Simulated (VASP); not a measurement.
# A VASP study of MgCdSeS (SCAN): structure first, properties next

Aim: relax MgCdSeS, then compute properties on the relaxed cell. The steps: rough relaxation of the start cell, relaxing cell and atoms (SCAN), single point with fields (SCAN), bands along the symmetry lines (SCAN) and density of states (SCAN). The cell is invented: it takes the structure of a Materials Project entry for ZnCdSeS (space group 156 there), with some of its atoms replaced by other elements, volume scaled by an estimate. It may not be a known or stable phase. Left out of this account: 2 further runs (phonons: its modes failed a check; core levels: core levels are not valid at this level).

Main program and level: VASP 6.6.1; SCAN; plane waves and PAW (Cd, Se, S, Mg); invented cell.

Report form: the programs' logs are mostly left out.

**1. Set-up**

Before any relaxation, the start is as follows. It takes space group P3m1 (No. 156, trigonal). Conventional cell: a = 4.123 Å, b = 4.123 Å, c = 6.854 Å, α = 90.00°, β = 90.00°, γ = 120.00°. Nearest to Cd lie 1 S at 2.57 Å and 3 Se at 2.63 Å. Se has 1 Mg at 2.50 Å and 3 Cd at 2.63 Å nearest. Nearest to S lie 3 Mg at 2.47 Å and 1 Cd at 2.57 Å. Mg has 3 S at 2.47 Å and 1 Se at 2.50 Å nearest. It derives from ZnCdSeS. it takes the structure of a Materials Project entry for ZnCdSeS (space group 156 there), with some of its atoms replaced by other elements, volume scaled by an estimate. Farther neighbours and most contacts between anions are not listed.

**2. Rough relaxation of the start cell**

The start is only an estimate, so a cheap relaxation brings it near a minimum before any careful run. SCAN adds the kinetic-energy density; it is numerically more delicate than r2SCAN.

Contents of INCAR:

```
SYSTEM = MgCdSeS
PREC = Normal
ENCUT = 400
EDIFF = 1E-05
NELM = 60
ISMEAR = 0
SIGMA = 0.05
LREAL = .FALSE.
ALGO = Normal
METAGGA = SCAN
LASPH = .TRUE.
NBANDS = 19
LORBIT = 11
LWAVE = .FALSE.
LCHARG = .FALSE.
KPAR = 2
IBRION = 2
NSW = 40
ISIF = 3
EDIFFG = -0.04
```

Contents of POSCAR:

```
MgCdSeS
1.0
    4.1231710000      0.0000000000      0.0000000000
   -2.0615860000      3.5707710000      0.0000000000
    0.0000000000      0.0000000000      6.8536610000
Cd Se S Mg
1 1 1 1
Direct
    0.0000000000      0.0000000000      0.5169700000
    0.3333333300      0.6666666700      0.3535650000
    0.0000000000      0.0000000000      0.8919620000
    0.3333333300      0.6666666700      0.9895030000
```

Contents of KPOINTS:

```
Automatic mesh
0
Gamma
5 5 3
0 0 0
```

The projector-augmented-wave data sets are Cd, Se, S and Mg (PBE family, release 64).

Launch:

```sh
$ mpirun -np 2 vasp_std
```

The job ended after 86 s (2 MPI ranks of AMD EPYC 9R14 (Zen 4), shared host; peak memory 0.27 GiB).

The gap is read on the k-mesh alone, so it is an upper bound where the band edges lie off the mesh. This relaxation is a rough one on cheap settings, only to bring the start near its minimum. The PAW data sets were made with PBE, which is usual practice but a small mismatch for other functionals. The run keeps the 6 symmetry operations of its start, so it cannot find a distortion of lower symmetry.

Relaxation path:

| step | energy less that of the first step (eV) | largest force (eV/Å) | pressure (GPa) | volume (Å³) |
| --- | --- | --- | --- | --- |
| 1 | 0.0000 | 0.6480 | 0.23 | 100.91 |
| 2 | -0.0214 | 0.2766 | -0.05 | 101.43 |
| 3 | -0.0256 | 0.1059 | -0.26 | 102.06 |
| 4 | -0.0265 | 0.0668 | -0.21 | 101.89 |
| 5 | -0.0285 | 0.0954 | 0.12 | 101.41 |
| 6 | -0.0285 | 0.0787 | 0.07 | 101.48 |
| 7 | -0.0285 | 0.0834 | 0.08 | 101.46 |
| 8 | -0.0290 | 0.0377 | -0.01 | 101.62 |

| conventional cell, symmetrised | before | after | change |
| --- | --- | --- | --- |
| a (Å) | 4.123 | 4.147 | +0.6 % |
| b (Å) | 4.123 | 4.147 | +0.6 % |
| c (Å) | 6.854 | 6.822 | -0.5 % |
| volume (Å³/atom) | 25.23 | 25.40 | +0.7 % |

The atoms that moved most (Å, as changes of fractional coordinates times the final cell):

| atom | dx | dy | dz | length |
| --- | --- | --- | --- | --- |
| Se2 | 0.000 | 0.000 | 0.064 | 0.064 |
| S3 | 0.000 | 0.000 | -0.034 | 0.034 |
| Mg4 | 0.000 | 0.000 | -0.025 | 0.025 |

Final coordinates:

```xyz
4
Lattice="4.1473 0.0000 0.0000 -2.0736 3.5916 0.0000 0.0000 0.0000 6.8222" Properties=species:S:1:pos:R:3 pbc="T T T"
Cd    0.0000    0.0000    3.5227
Se    0.0000    2.3944    2.4759
S     0.0000    0.0000    6.0509
Mg    0.0000    2.3944    6.7252
```

A gap read on the k-mesh alone can miss the band edges.

This step gave:

```yaml
electrons: 26
bands: 19
irreducible_k_points: 12
symmetry_operations: 6
free_energy_toten: -69.6055 eV
fermi_energy: 1.482 eV
pressure: -0.01002 GPa
metallic: no
valence_top_at_k: 0, 0, 0
conduction_bottom_at_k: 0, 0, 0
least_direct_gap_at_k: 0, 0, 0
scf_cycles_over_all_ionic_steps: 57
gap_on_the_k_mesh: 1.878 eV
least_direct_gap_on_the_k_mesh: 1.878 eV
```

It ends with a largest force of 0.038 eV/Å and a pressure of -0.01 GPa.

**3. Relaxing cell and atoms (SCAN)**

Properties are meant for the cell that this level of theory prefers, so cell and atoms are relaxed first (ISIF = 3) until forces and stress are small; EDIFFG sets the threshold.

Contents of INCAR:

```
SYSTEM = MgCdSeS
PREC = Accurate
ENCUT = 400
EDIFF = 1E-06
NELM = 100
ISMEAR = 0
SIGMA = 0.05
LREAL = .FALSE.
ALGO = Normal
METAGGA = SCAN
LASPH = .TRUE.
NBANDS = 19
LORBIT = 11
LWAVE = .FALSE.
LCHARG = .FALSE.
KPAR = 2
IBRION = 2
NSW = 60
ISIF = 3
EDIFFG = -0.01
```

Contents of POSCAR:

```
MgCdSeS
1.0
    4.1472563620     -0.0000000034      0.0000000000
   -2.0736286869      3.5916295400      0.0000000000
    0.0000000000      0.0000000000      6.8222279430
Cd Se S Mg
1 1 1 1
Direct
    0.0000000000      0.0000000000      0.5163581467
    0.3333333300      0.6666666700      0.3629226270
    0.0000000000      0.0000000000      0.8869446246
    0.3333333300      0.6666666700      0.9857746017
```

Contents of KPOINTS:

```
Automatic mesh
0
Gamma
6 6 4
0 0 0
```

Launch:

```sh
$ mpirun -np 2 vasp_std
```

Wall time 5.1 min (2 MPI ranks); peak memory 0.41 GiB; 10 min of CPU time.

Relaxation path:

| step | energy less that of the first step (eV) | largest force (eV/Å) | pressure (GPa) | volume (Å³) |
| --- | --- | --- | --- | --- |
| 1 | 0.0000 | 0.0557 | 0.04 | 101.62 |
| 2 | -0.0003 | 0.0376 | -0.01 | 101.72 |
| 3 | -0.0004 | 0.0246 | -0.05 | 101.79 |
| 4 | -0.0004 | 0.0195 | -0.13 | 101.94 |
| 5 | -0.0004 | 0.0183 | -0.10 | 101.89 |
| 6 | -0.0006 | 0.0179 | -0.01 | 101.73 |
| 7 | -0.0006 | 0.0201 | 0.03 | 101.67 |
| 8 | -0.0006 | 0.0156 | 0.01 | 101.69 |
| 9 | -0.0006 | 0.0100 | -0.01 | 101.73 |
| 10 | -0.0006 | 0.0048 | 0.00 | 101.72 |

| conventional cell, symmetrised | before | after | change |
| --- | --- | --- | --- |
| a (Å) | 4.147 | 4.157 | +0.2 % |
| b (Å) | 4.147 | 4.157 | +0.2 % |
| c (Å) | 6.822 | 6.798 | -0.4 % |
| volume (Å³/atom) | 25.40 | 25.43 | +0.1 % |

The atoms that moved most (Å, as changes of fractional coordinates times the final cell):

| atom | dx | dy | dz | length |
| --- | --- | --- | --- | --- |
| Cd1 | 0.000 | 0.000 | -0.010 | 0.010 |
| S3 | 0.000 | 0.000 | 0.009 | 0.009 |
| Se2 | 0.000 | 0.000 | 0.005 | 0.005 |

Final coordinates:

```xyz
4
Lattice="4.1566 0.0000 0.0000 -2.0783 3.5997 0.0000 0.0000 0.0000 6.7982" Properties=species:S:1:pos:R:3 pbc="T T T"
Cd    0.0000    0.0000    3.5001
Se    0.0000    2.3998    2.4727
S     0.0000    0.0000    6.0383
Mg    0.0000    2.3998    6.6976
```

This step gave:

```
irreducible k-points            : 24
free energy (TOTEN)             : -69.6107 eV
Fermi energy                    : 1.478 eV
pressure                        : -0.002732 GPa
SCF cycles over all ionic steps : 78
gap on the k-mesh               : 1.903 eV
least direct gap on the k-mesh  : 1.903 eV
```

It ends with a largest force of 0.005 eV/Å and a pressure of 0.00 GPa.

**4. Single point with fields (SCAN)**

A single point on the relaxed cell gives a clean self-consistent state, with density, ELF and potential written out.

Changes to INCAR since step 3:

```diff
@@ -14,7 +14,5 @@
 LWAVE = .FALSE.
-LCHARG = .FALSE.
-KPAR = 2
-IBRION = 2
-NSW = 60
-ISIF = 3
-EDIFFG = -0.01
+LCHARG = .TRUE.
+ISIF = 2
+LELF = .TRUE.
+LVHAR = .TRUE.
```

Contents of POSCAR:

```
MgCdSeS
1.0
    4.1565674156     -0.0000000047      0.0000000000
   -2.0782842160      3.5996931508      0.0000000000
    0.0000000000      0.0000000000      6.7982148912
Cd Se S Mg
1 1 1 1
Direct
    0.0000000000      0.0000000000      0.5148580700
    0.3333333300      0.6666666700      0.3637238989
    0.0000000000      0.0000000000      0.8882208389
    0.3333333300      0.6666666700      0.9851971922
```

KPOINTS is that of step 3.

Launch:

```sh
$ mpirun -np 2 vasp_std
```

Elapsed: 48 s, on 2 MPI ranks; peak memory 0.32 GiB; 95 s of CPU time.

This step gave:

| Quantity | Value |
| --- | --- |
| SCF cycles | 13 |
| bands | 20 |
| free energy (TOTEN) | -69.6108 eV |
| Fermi energy | 1.445 eV |
| pressure | 0.02462 GPa |

Valence electrons inside each PAW sphere by angular momentum. Sphere charges, by row:

| atom | s (e) | p (e) | d (e) | tot (e) |
| --- | --- | --- | --- | --- |
| Cd1 | 0.431 | 0.328 | 9.57 | 10.33 |
| Se2 | 1.437 | 2.488 | 0.02 | 3.945 |
| S3 | 1.305 | 2.485 | 0 | 3.789 |
| Mg4 | 0.148 | 0.131 | 0.032 | 0.311 |

Electrostatic potential energy in the ac plane at fractional y = 0.000, with atoms of Cd and S within 0.2 Å of it. With pseudopotentials it is smooth inside the atoms' cores, unlike the true potential.

Values in eV, 22 rows by 14 columns, each cell a mean:
```
-61 -51 -17  -2   1   1  -1  -1   0   1   0  -4 -31 -54
-64 -64 -36  -6   1   1   0   0   1   1   0 -11 -53 -64
-64 -64 -40  -7   1   2   2   2   2   2   0 -12 -56 -64
-62 -57 -23  -3   2   3   3   3   3   3   1  -5 -38 -59
-30 -20  -4   1   3   4   4   4   4   4   3   0  -9 -23
 -4  -3   1   3   4   4   4   4   4   4   3   2  -1  -3
 -3  -2   0   2   3   4   4   4   4   4   3   2  -1  -2
 -9  -8  -5  -1   2   4   4   4   4   3   1  -2  -6  -9
-12 -12  -9  -5   1   3   4   4   4   3  -1  -6 -11 -12
-13 -13 -11  -8   0   2   4   4   3   2  -3  -9 -12 -13
-13 -13 -12  -9  -1   2   3   4   3   2  -4 -10 -13 -13
-13 -13 -11  -7   0   2   3   3   2   2  -2  -8 -12 -13
-12 -11  -8  -4   1   2   1   1   2   2   0  -5 -10 -11
 -7  -6  -2   1   2   2   1   0   1   2   2   0  -4  -6
  0   0   2   3   3   2   1   1   2   3   3   3   1   0
  3   3   4   4   4   3   3   2   3   4   4   4   4   3
  4   4   5   5   4   4   4   3   4   4   4   5   5   4
  5   5   5   5   4   4   4   4   4   4   5   5   5   5
  5   5   5   4   4   3   3   3   3   4   4   5   5   5
  4   4   4   4   3   2   2   1   2   3   4   4   4   4
  0   1   2   3   2   1   0   0   1   2   3   3   2   0
-16 -10  -1   1   2   1  -1  -1   0   1   2   1  -4 -12
```
Columns run along a (4.2 Å; values clipped at the 3rd and 97th percentile), rows up along c (6.8 Å). Atoms in or near the plane, at fractional coordinates: Cd at (0.00, 0.51), S at (0.00, 0.89).

Valence density in the ac plane at fractional y = 0.000, with atoms of Cd and S within 0.2 Å of it. It is the smooth field of the valence electrons, not physical close to the nuclei.

Ten steps, logarithmic in the rise over the least value, from '0' (0.0 e/Å³) to '9' (9.2 e/Å³), each cell a mean:
```
55542100113455
24542100123454
04542100113453
55532100013455
55431000012345
43321000001234
33210000001123
54321000001245
77531000002367
98642110112579
99742111113589
98642222223478
76432222222356
43222222222233
21111222221111
00001122211000
00000111110000
00000001000000
00000000000000
11100000000011
33211000001223
44321100012344
```
Columns run along a (4.2 Å), rows up along c (6.8 Å). Atoms in or near the plane, at fractional coordinates: Cd at (0.00, 0.51), S at (0.00, 0.89).

ELF in the ac plane at fractional y = 0.000, with atoms of Cd and S within 0.2 Å of it. It is the smooth field of the valence electrons, not physical close to the nuclei.

Ten even steps from '0' (0.00) to '9' (0.88), each cell a mean:
```
78999610379998
47999720479996
36998610379985
78998510268997
99986300147899
88753100024678
33221000001233
22211000001122
11221111111221
00221123212310
00121245422200
00222467642210
12223678752222
32124788863222
21125788764211
11124677763111
00013566642100
00001345421000
11000122110011
54321000001245
88764200125788
99997410258999
```
Columns run along a (4.2 Å), rows up along c (6.8 Å). Atoms in or near the plane, at fractional coordinates: Cd at (0.00, 0.51), S at (0.00, 0.89).

In this run the pressure is 0.02 GPa, small enough to go on.

**5. Bands along the symmetry lines (SCAN)**

The mesh alone shows little of the dispersion and can miss band extrema, so KPOINTS_OPT adds a path through the symmetry points after the self-consistent cycle.

Changes to INCAR since step 4:

```diff
@@ -11,8 +11,6 @@
 LASPH = .TRUE.
-NBANDS = 19
+NBANDS = 27
 LORBIT = 11
 LWAVE = .FALSE.
-LCHARG = .TRUE.
-ISIF = 2
-LELF = .TRUE.
-LVHAR = .TRUE.
+LCHARG = .FALSE.
+KPAR = 2
```

POSCAR is that of step 4.

KPOINTS is that of step 4.

Contents of KPOINTS_OPT:

```
Line mode
16
Line-mode
Reciprocal
  0.00000000   0.00000000   0.00000000 GAMMA
  0.50000000   0.00000000   0.00000000 M

  0.50000000   0.00000000   0.00000000 M
  0.33333333   0.33333333   0.00000000 K

  0.33333333   0.33333333   0.00000000 K
  0.00000000   0.00000000   0.00000000 GAMMA

  0.00000000   0.00000000   0.00000000 GAMMA
  0.00000000   0.00000000   0.50000000 A

  0.00000000   0.00000000   0.50000000 A
  0.50000000   0.00000000   0.50000000 L

  0.50000000   0.00000000   0.50000000 L
  0.33333333   0.33333333   0.50000000 H

  0.33333333   0.33333333   0.50000000 H
  0.00000000   0.00000000   0.50000000 A

  0.50000000   0.00000000   0.50000000 L
  0.50000000   0.00000000   0.00000000 M

  0.33333333   0.33333333   0.00000000 K
  0.33333333   0.33333333   0.50000000 H
```

Launch:

```sh
$ mpirun -np 2 vasp_std
```

Elapsed: 3.5 min, on 2 MPI ranks; peak memory 0.4 GiB.

Spin-orbit coupling is off here; it would split degenerate levels, and it lifts a valence top of Se p states by about 0.1 eV.

Numbers from this step:

- bands: 27
- Fermi energy: 1.458 eV
- pressure: 0.02118 GPa
- least gap on mesh and path: 1.902 eV
- least direct gap on mesh and path: 1.903 eV

The electronic bands at the labelled points (eV, zero at the valence-band top; v1 is the highest filled band, c1 the lowest empty one):

| point | v4 | v3 | v2 | v1 | c1 | c2 | c3 | c4 |
| --- | --- | --- | --- | --- | --- | --- | --- | --- |
| Γ | -1.68 | -0.57 | 0.00 | 0.00 | 1.90 | 3.66 | 6.75 | 6.75 |
| 0.53 of the way | -2.23 | -2.01 | -0.94 | -0.49 | 3.67 | 4.46 | 5.79 | 6.50 |
| M | -2.86 | -2.26 | -1.68 | -0.83 | 3.88 | 4.29 | 4.94 | 6.87 |
| 0.53 of the way | -2.87 | -2.56 | -1.78 | -1.44 | 4.40 | 4.97 | 5.21 | 6.63 |
| K | -3.33 | -2.35 | -1.96 | -1.88 | 4.21 | 5.45 | 6.16 | 6.67 |
| 0.53 of the way | -2.38 | -1.95 | -0.97 | -0.67 | 3.85 | 5.07 | 5.73 | 5.96 |
| Γ | -1.68 | -0.57 | 0.00 | 0.00 | 1.90 | 3.66 | 6.75 | 6.75 |
| 0.53 of the way | -1.65 | -1.46 | -0.04 | -0.04 | 2.73 | 3.78 | 6.46 | 6.76 |
| A | -1.62 | -1.62 | -0.08 | -0.08 | 3.33 | 3.91 | 6.11 | 6.83 |
| 0.53 of the way | -1.89 | -1.76 | -1.52 | -0.67 | 3.95 | 4.52 | 5.32 | 6.43 |
| L | -2.09 | -1.77 | -1.50 | -1.09 | 3.32 | 4.00 | 5.00 | 6.05 |
| 0.47 of the way | -2.52 | -1.93 | -1.42 | -1.38 | 3.73 | 4.52 | 5.38 | 6.44 |
| H | -3.04 | -2.38 | -1.41 | -1.35 | 4.15 | 5.00 | 5.40 | 6.36 |
| 0.47 of the way | -2.18 | -1.67 | -1.52 | -1.12 | 4.14 | 4.89 | 5.87 | 5.96 |
| A | -1.62 | -1.62 | -0.08 | -0.08 | 3.33 | 3.91 | 6.11 | 6.83 |
| jump to L | -2.09 | -1.77 | -1.50 | -1.09 | 3.32 | 4.00 | 5.00 | 6.05 |
| 0.53 of the way | -2.44 | -2.19 | -1.48 | -0.94 | 3.44 | 4.24 | 5.27 | 6.47 |
| M | -2.86 | -2.26 | -1.68 | -0.83 | 3.88 | 4.29 | 4.94 | 6.87 |
| jump to K | -3.33 | -2.35 | -1.96 | -1.88 | 4.21 | 5.45 | 6.16 | 6.67 |
| 0.53 of the way | -3.23 | -2.12 | -1.81 | -1.61 | 4.71 | 4.74 | 5.46 | 6.60 |
| H | -3.04 | -2.38 | -1.41 | -1.35 | 4.15 | 5.00 | 5.40 | 6.36 |

Of the projections kept (Cd, Se, S, Mg), the largest for each band there; the rest of the weight can lie on other orbitals:

| point | v4 | v3 | v2 | v1 | c1 | c2 | c3 | c4 |
| --- | --- | --- | --- | --- | --- | --- | --- | --- |
| Γ | S 0.90 | Se 0.43 | Se 0.80 | Se 0.80 | Cd 0.38 | Cd 0.34 | Cd 0.46 | Cd 0.46 |
| M | S 0.43 | S 0.78 | Se 0.54 | Se 0.69 | Cd 0.57 | Mg 0.29 | Cd 0.37 | Cd 0.53 |
| K | S 0.73 | S 0.71 | Se 0.79 | Se 0.54 | Cd 0.53 | Cd 0.47 | S 0.52 | S 0.49 |
| Γ | S 0.90 | Se 0.43 | Se 0.80 | Se 0.80 | Cd 0.38 | Cd 0.34 | Cd 0.46 | Cd 0.46 |
| A | S 0.93 | S 0.93 | Se 0.82 | Se 0.82 | Cd 0.48 | Mg 0.41 | Cd 0.36 | Mg 0.44 |
| L | S 0.90 | Se 0.44 | Se 0.45 | Se 0.79 | Cd 0.53 | Cd 0.44 | Cd 0.47 | Cd 0.40 |

The path finds the gap of the mesh within 0.02 eV, so the mesh comes close to both band edges.

**6. Density of states (SCAN)**

Here the states are counted by energy and projected on the atoms. The mesh is finer than in the run before.

Changes to INCAR since step 5:

```diff
@@ -5,3 +5,3 @@
 NELM = 100
-ISMEAR = 0
+ISMEAR = -5
 SIGMA = 0.05
@@ -16 +16,2 @@
 KPAR = 2
+NEDOS = 2001
```

POSCAR is that of step 5.

Contents of KPOINTS:

```
Automatic mesh
0
Gamma
9 9 5
0 0 0
```

Launch:

```sh
$ mpirun -np 2 vasp_std
```

It took 2.2 min on 2 MPI ranks; peak memory 0.46 GiB.

This step gave:

```yaml
scf_cycles: 15
irreducible_k_points: 50
free_energy_toten: -69.6125 eV
fermi_energy: 1.233 eV
pressure: -0.006384 GPa
gap_on_the_k_mesh: 1.904 eV
least_direct_gap_on_the_k_mesh: 1.904 eV
```

The density of states has structure finer than the step of the table below, so its rows give means over 0.25 eV, whole bins alone (the curve runs from -6.99 to 7.34 eV). Peaks (eV: height): total -4.157: 4.89, -3.881: 5.63, -1.918: 5.81, -1.474: 4.91, 4.875: 4.98, 6.378: 6.64, 7.038: 4.64; Cd d -3.881: 0.0909, -3.544: 0.0836, -1.918: 0.153, -1.474: 0.190, 4.875: 0.0633, 6.378: 0.137, 7.038: 0.0606.

States under -7.0 eV and over 7.3 eV are left out, among them most of the Cd d (centred near -7.7 eV) states. The density of states by energy, zero at the valence-band top; means over each step; values in states/eV/cell:

| energy (eV) | total | Cd d |
| --- | --- | --- |
| -4.75 | 0 | 0 |
| -4.50 | 0.00900 | 1.7e-5 |
| -4.25 | 1.65 | 0.0221 |
| -4.00 | 4.48 | 0.0632 |
| -3.75 | 3.18 | 0.0687 |
| -3.50 | 2.91 | 0.0697 |
| -3.25 | 1.27 | 0.0300 |
| -3.00 | 1.35 | 0.0229 |
| -2.75 | 2.46 | 0.0479 |
| -2.50 | 2.93 | 0.0639 |
| -2.25 | 4.26 | 0.0828 |
| -2.00 | 4.64 | 0.115 |
| -1.75 | 3.32 | 0.0941 |
| -1.50 | 4.13 | 0.159 |
| -1.25 | 3.87 | 0.170 |
| -1.00 | 3.15 | 0.163 |
| -0.75 | 2.00 | 0.118 |
| -0.50 | 1.31 | 0.0861 |
| -0.25 | 0.914 | 0.0655 |
| 0.00 | 0.174 | 0.0131 |
| 0.25 | 0 | 0 |
| 0.50 | 0 | 0 |
| 0.75 | 0 | 0 |
| 1.00 | 0 | 0 |
| 1.25 | 0 | 0 |
| 1.50 | 0 | 0 |
| 1.75 | 0 | 0 |
| 2.00 | 0.00261 | 0 |
| 2.25 | 0.0217 | 0 |
| 2.50 | 0.0660 | 5.0e-5 |
| 2.75 | 0.120 | 3.0e-4 |
| 3.00 | 0.181 | 4.9e-4 |
| 3.25 | 0.315 | 8.2e-4 |
| 3.50 | 1.08 | 0.00578 |
| 3.75 | 2.25 | 0.0148 |
| 4.00 | 2.59 | 0.0204 |
| 4.25 | 2.09 | 0.0266 |
| 4.50 | 2.29 | 0.0317 |
| 4.75 | 3.06 | 0.0388 |
| 5.00 | 2.26 | 0.0354 |
| 5.25 | 2.18 | 0.0379 |
| 5.50 | 2.86 | 0.0417 |
| 5.75 | 1.76 | 0.0230 |
| 6.00 | 1.24 | 0.0141 |
| 6.25 | 3.90 | 0.0692 |
| 6.50 | 3.17 | 0.0576 |
| 6.75 | 1.64 | 0.0185 |
| 7.00 | 3.97 | 0.0496 |

The gap on this mesh is 1.90 eV.

**7. Results**

- relaxed volume: 25.43 Å³/atom
- relaxed conventional cell a, b, c: 4.157, 4.157, 6.798 Å; angles 90.0, 90.0, 120.0°
- space group after relaxing, within 0.02 Å: P3m1 (No. 156)
- band gap: 1.90 eV, direct
- gap among the points of the DOS mesh alone, an upper bound: 1.90 eV

With SCAN, MgCdSeS relaxes to 25.43 Å³/atom in space group P3m1 (held by the symmetry of the run) and has a direct gap of 1.90 eV. Bands along the symmetry lines (SCAN): On this path the gap is direct, 1.90 eV, with the valence top at Γ and the conduction bottom at Γ. Semilocal functionals usually underestimate gaps. Spin-orbit coupling is left out; it would split some degenerate bands. No search among competing phases was made. All values are for a static lattice at zero temperature.

[Lines on the potential files, build, host, timing and source positions are cut from VASP's logs without a mark.]

[Logs are printed without paths, hosts, clocks, repeated set-up lines and the standing remarks that a program may print on its own settings, such as how far it seeks lower states.]

[Hosts, paths, dates, database ids (printed as entryN), source tags and the programs' standing remarks are cut or masked in the printed files.]

[A measured line is paired with the nearest computed mode of its activity, which favours agreement.]
